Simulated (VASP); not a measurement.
Output of a VASP run:

### OSZICAR
```
       N       E                     dE             d eps       ncg     rms          rms(c)
DAV:   1     0.110893626358E+03    0.11089E+03   -0.91642E+03   762   0.124E+03
DAV:   2    -0.196200863256E+01   -0.11286E+03   -0.10880E+03   839   0.298E+02
DAV:   3    -0.598514451492E+01   -0.40231E+01   -0.40126E+01   914   0.601E+01
DAV:   4    -0.600195425685E+01   -0.16810E-01   -0.16808E-01   824   0.382E+00
DAV:   5    -0.600203848776E+01   -0.84231E-04   -0.84230E-04   884   0.248E-01    0.106E+01
DAV:   6    -0.563691176732E+01    0.36513E+00   -0.69959E-01  1090   0.144E+01    0.764E+00
DAV:   7    -0.560558008291E+01    0.31332E-01   -0.21867E-01   799   0.404E+00    0.271E+00
DAV:   8    -0.560396051048E+01    0.16196E-02   -0.26651E-02   809   0.266E+00    0.299E-01
DAV:   9    -0.560367390493E+01    0.28661E-03   -0.27419E-03   849   0.873E-01    0.980E-02
DAV:  10    -0.560367994808E+01   -0.60432E-05   -0.18988E-04   784   0.220E-01    0.343E-02
DAV:  11    -0.560369289850E+01   -0.12950E-04   -0.29146E-05   774   0.495E-02    0.103E-02
DAV:  12    -0.560369247324E+01    0.42527E-06   -0.39951E-06   899   0.344E-02
   1 F= 0.36052804E-01 E0= 0.36052804E-01  d E =0.360528E-01
```

### OUTCAR
```
------------------------ aborting loop because EDIFF is reached ----------------------------------------
  FORCE on cell =-STRESS in cart. coord.  units (eV):
  Direction    XX          YY          ZZ          XY          YZ          ZX
  --------------------------------------------------------------------------------------
  Total        5.6240256      5.6240256      5.6240256     -0.0000000     -0.0000000      0.0000000
  in kB      199.4425407    199.4425407    199.4425407     -0.0000000     -0.0000000      0.0000000
  external PRESSURE =      -0.5574593 kB  Pullay stress =     200.0000000 kB
  volume of cell :       45.18
      direct lattice vectors                 reciprocal lattice vectors
     0.000000000  2.826853878  2.826853878    -0.176875078  0.176875078  0.176875078
     2.826853878  0.000000000  2.826853878     0.176875078 -0.176875078  0.176875078
     2.826853878  2.826853878  0.000000000     0.176875078  0.176875078 -0.176875078
  FREE ENERGIE OF THE ION-ELECTRON SYSTEM (eV)
  ---------------------------------------------------
  free  energy   TOTEN  =        -5.6036924732 eV

  energy  without entropy=       -5.6036924732  energy(sigma->0) =       -5.60369247
  enthalpy is  TOTEN    =         0.0360528037 eV   P V=        5.6397452769

 reached required accuracy - stopping structural energy minimisation
```
(Selected blocks of OUTCAR.)

File POSCAR:
```
CdSe
1
   -0.0000000000     2.8268538780     2.8268538780
    2.8268538780     0.0000000000     2.8268538780
    2.8268538780     2.8268538780     0.0000000000
Cd Se
1 1
Direct
  0.0000000000   1.0000000000   1.0000000000
  0.2500000000   0.2500000000   0.2500000000
```

Task: Reconstruct the remaining input files.

Result: This is not unique; one that fits is the input of the run itself, PBEsol GGA, plane waves, VASP's PBE PAW potentials (set 64).

### INCAR
```
# general
SYSTEM   =  CdSe
PREC     =  Accurate
ENCUT    =  500
LREAL    =  .False.
LASPH    =  .True.

# electronic loop
EDIFF    =  1E-6
NELM     =  100
ALGO     =  Normal
LMAXMIX  =  4

# smearing
ISMEAR   =  0
SIGMA    =  0.05

# functional
GGA      =  PS

# ions
IBRION   =  2
NSW      =  40
ISIF     =  3
EDIFFG   =  -0.02
PSTRESS  =  200

# output
LWAVE    =  .False.
LCHARG   =  .False.
```

### KPOINTS
```
Automatic mesh
0
Gamma
8 8 8
0 0 0
```

POTCAR, in this order: Cd Se (PBE.64 set). Program: vasp_std.

The structure was generated: CdSe was put into the zinc blende type (F-43m), which need not be its known phase. It was relaxed first under an external pressure of 20 GPa.
